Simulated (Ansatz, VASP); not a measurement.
# Y6Hf22O53 (amorphous 88HfO2-12Y2O3 (mol %)): VASP beside Ansatz, part 3 of 3

Aim: how closely do two programs agree when they are given the same cell, functional and k mesh? Of the first pair: The structure shown is the start of the Ansatz relaxation below; VASP solves that cell, so the two are compared at the walk's first step.

VASP 6.6.1 and Ansatz 0.2.0.

So far. Step 3 (VASP: single point, PBE, start cell, pair 1): The run ends at a pressure of -10.50 GPa, with forces up to 2.2 eV/Å.

### 6. VASP: single point, PBE, relaxed cell, pair 2

Level of this step: PBE; plane waves and PAW (Hf_pv, Y_sv, O) (VASP).

The same cell, functional, mesh and smearing now go to VASP, with its own data sets.

Input file INCAR:

```
SYSTEM = Y6Hf22O53
PREC = Accurate
ENCUT = 600
EDIFF = 1E-06
NELM = 120
ISMEAR = -1
SIGMA = 0.025
LREAL = Auto
ALGO = Normal
GGA = PE
NBANDS = 360
LASPH = .TRUE.
LORBIT = 11
LWAVE = .FALSE.
LCHARG = .FALSE.
ISIF = 2
GGA_COMPAT = .FALSE.
EFERMI = MIDGAP
NCORE = 2
```

Input file POSCAR:

```
Y6Hf22O53
1.0
   10.1554830000      0.0533030000     -0.0413670000
    0.0533030000     10.0965740000      0.0011720000
   -0.0413670000      0.0011720000     10.2831700000
Hf Y O
22 6 53
Direct
    0.2121100000      0.8492100000      0.5325500000
    0.8848000000      0.7206200000      0.6082200000
    0.0481200000      0.6162900000      0.3430400000
    0.2744100000      0.3579900000      0.3189200000
    0.5198700000      0.8273700000      0.6259200000
    0.4431000000      0.6624800000      0.3508500000
    0.7027300000      0.1300200000      0.5467400000
    0.3486900000      0.1663300000      0.0125000000
    0.9595400000      0.3250900000      0.2119800000
    0.0793600000      0.9434500000      0.1712800000
    0.3544900000      0.2051200000      0.6111400000
    0.7220300000      0.6049500000      0.1943900000
    0.9350200000      0.3833400000      0.5749400000
    0.7665900000      0.8984500000      0.3517700000
    0.5743100000      0.0617800000      0.8339700000
    0.9037900000      0.5473600000      0.8941500000
    0.5295000000      0.4406600000      0.9250600000
    0.0661500000      0.1209000000      0.4550300000
    0.4661600000      0.8068900000      0.0038200000
    0.1347500000      0.3386900000      0.8679800000
    0.8258500000      0.8464300000      0.9897800000
    0.6064700000      0.4531400000      0.5585800000
    0.2360600000      0.6088000000      0.0634400000
    0.2977100000      0.5514100000      0.6461600000
    0.6103200000      0.2996200000      0.2651000000
    0.1634000000      0.9371100000      0.8265500000
    0.4040400000      0.0083500000      0.2902900000
    0.7970100000      0.2424500000      0.9375400000
    0.3865500000      0.1369400000      0.8047900000
    0.4876800000      0.4417800000      0.7264700000
    0.6217300000      0.0522300000      0.3537500000
    0.2686900000      0.8140700000      0.9614600000
    0.5953600000      0.4986600000      0.3653600000
    0.1252500000      0.4612900000      0.2147700000
    0.7147100000      0.1742900000      0.7367900000
    0.9518800000      0.3816800000      0.7743200000
    0.0146400000      0.9162100000      0.9809100000
    0.5633800000      0.2412500000      0.9591800000
    0.0276000000      0.1377200000      0.2462700000
    0.7845400000      0.2539700000      0.1596700000
    0.0506200000      0.8295100000      0.6513600000
    0.4311800000      0.6112700000      0.9566000000
    0.9821700000      0.1939200000      0.6125200000
    0.2247700000      0.3407200000      0.6935800000
    0.5305000000      0.0331600000      0.6271500000
    0.6581800000      0.7555800000      0.0605900000
    0.4085800000      0.8651000000      0.4552200000
    0.8776400000      0.6350500000      0.0646100000
    0.8663300000      0.0382900000      0.4542100000
    0.4994300000      0.6349500000      0.5548300000
    0.2355900000      0.6647200000      0.4398100000
    0.9789600000      0.3477300000      0.0162300000
    0.3449900000      0.4163700000      0.4868000000
    0.4819800000      0.0100700000      0.0227700000
    0.5519700000      0.8563300000      0.8196600000
    0.4086300000      0.7924700000      0.1985200000
    0.7267900000      0.4515500000      0.8896600000
    0.1348300000      0.9384600000      0.3725500000
    0.2788400000      0.1703400000      0.4201600000
    0.2503700000      0.0377500000      0.1387000000
    0.2154100000      0.0411800000      0.6139600000
    0.8596100000      0.7266100000      0.8152800000
    0.8646600000      0.9050700000      0.1846300000
    0.7183900000      0.8368700000      0.5680400000
    0.1128700000      0.5483600000      0.8909800000
    0.7656200000      0.3134600000      0.4827800000
    0.9109200000      0.7516400000      0.4077600000
    0.6105800000      0.4694500000      0.1172000000
    0.8774700000      0.5024500000      0.2916800000
    0.1636600000      0.1479900000      0.9187100000
    0.0598400000      0.3282200000      0.4107100000
    0.5360700000      0.2589500000      0.5203500000
    0.4071600000      0.2391800000      0.2079200000
    0.7810400000      0.5382900000      0.6162700000
    0.6387500000      0.7437100000      0.3177000000
    0.0289800000      0.5659500000      0.5520500000
    0.3616900000      0.5235100000      0.2384400000
    0.7512500000      0.0198000000      0.9370000000
    0.1070700000      0.7387500000      0.2003200000
    0.3223800000      0.7787800000      0.6875400000
    0.3116800000      0.3681400000      0.9731500000
```

Input file KPOINTS:

```
Automatic mesh
0
Gamma
1 1 1
0 0 0
```

Potentials, in the order of the species: Hf_pv, Y_sv and O (PBE family, release 64).

The run is started by

```console
$ mpirun -np 8 vasp_gam
```

Numbers of over 12 decimals in the logs are rounded to 6 here.

The program printed:

```text
[... set-up lines as in an earlier step ...]
 entering main loop
       N       E                     dE             d eps       ncg     rms          rms(c)
DAV:   1     0.631284385788E+04    0.63128E+04   -0.41841E+05   720   0.198E+03
DAV:   2    -0.323544219051E+03   -0.66364E+04   -0.63854E+04   864   0.515E+02
DAV:   3    -0.923344229255E+03   -0.59980E+03   -0.59620E+03   856   0.134E+02
DAV:   4    -0.945611986236E+03   -0.22268E+02   -0.22215E+02   952   0.234E+01
[...]
DAV:  18    -0.797125224985E+03   -0.11015E-05   -0.61061E-06   776   0.483E-03    0.694E-03
DAV:  19    -0.797125226432E+03   -0.14468E-05   -0.29085E-06   632   0.327E-03    0.862E-03
DAV:  20    -0.797125226268E+03    0.16448E-06   -0.52859E-07   528   0.181E-03
   1 F= -.79712523E+03 E0= -.79712523E+03  d E =0.000000E+00
```

From OUTCAR (step 6):

```text
  FREE ENERGIE OF THE ION-ELECTRON SYSTEM (eV)
  ---------------------------------------------------
  free  energy   TOTEN  =      -797.1252262675 eV

  energy  without entropy=     -797.1252262675  energy(sigma->0) =     -797.12522627
```

The run ends at a pressure of -2.26 GPa, with forces up to 0.18 eV/Å.

### 7. Differences

What differs besides the data sets and the points named for the pairs above, as far as they apply: the data sets hold 956 valence electrons in Ansatz (on its default PAW (the set named soft_2) files) and 604 in VASP; the cutoff is 420 eV in Ansatz and 600 eV in VASP (PREC = Accurate, projectors in real space). Total energies have different zeros and are not compared.

Compared:

```tsv
quantity	Ansatz	VASP	difference
pressure (GPa)	-0.02	-2.26	+2.25
gap on the k mesh (eV)	3.789	3.757	+0.033
```

Forces on 7 of the 81 atoms, those with the largest forces and the largest differences (eV/Å; atoms numbered as in POSCAR):

```tsv
atom	Ansatz x, y, z	VASP x, y, z
O35	0.000, 0.000, -0.003	-0.098, -0.100, -0.097
O37	0.000, -0.001, -0.001	-0.102, -0.031, 0.147
O43	0.000, 0.000, 0.002	0.022, 0.088, -0.155
O47	-0.001, 0.001, -0.002	-0.027, -0.108, 0.121
O65	0.002, 0.002, 0.002	-0.111, -0.121, -0.019
O70	0.001, -0.001, 0.001	0.091, 0.160, 0.014
O80	0.002, 0.000, -0.001	0.032, 0.084, -0.156
```

The forces differ by 59 meV/Å r.m.s., where the r.m.s. force is 0.002 eV/Å in Ansatz and 0.059 eV/Å in VASP: the atoms lie near their places of rest in Ansatz, so a percentage would say little (all taken over all components). A gap on the mesh is an upper bound, since the band edges may lie between its points; neither run holds spin-orbit coupling, which can move the band edges of a compound of Hf.

### 8. Results

```yaml
r_m_s_force_difference_single_point_pbe_start_cell_pair_1: 13 % of the r.m.s. force
r_m_s_force_difference_single_point_pbe_relaxed_cell_pair_2: 59 meV/Å
difference_in_pressure_single_point_pbe_relaxed_cell_pair_2: 2.2 GPa
```

**Reading.** The r.m.s. force difference is 59 meV/Å (single point, PBE, relaxed cell, pair 2), beyond the 12 meV/Å picked in this series as the mark of a large difference. The data sets hold unlike numbers of valence electrons (956 in Ansatz and 604 in VASP), so part of the differences comes from the potentials. What causes the difference of the single point, PBE, start cell, pair 1 pair stays open here. By the marks of this series, far apart in the single point, PBE, relaxed cell, pair 2 pair: the r.m.s. force difference, 59 meV/Å and the difference in pressure, 2.2 GPa. What causes the difference of the single point, PBE, relaxed cell, pair 2 pair stays open here. How closely two codes agree says nothing of how well the functional describes the real material.

[Lines on the potential files, build, host, timing and source positions are cut from VASP's logs without a mark.]

[Logs are printed without paths, hosts, clocks, repeated set-up lines and the standing remarks that a program may print on its own settings, such as how far it seeks lower states.]

[Hosts, paths, dates, database ids (printed as entryN), source tags and the programs' standing remarks are cut or masked in the printed files.]
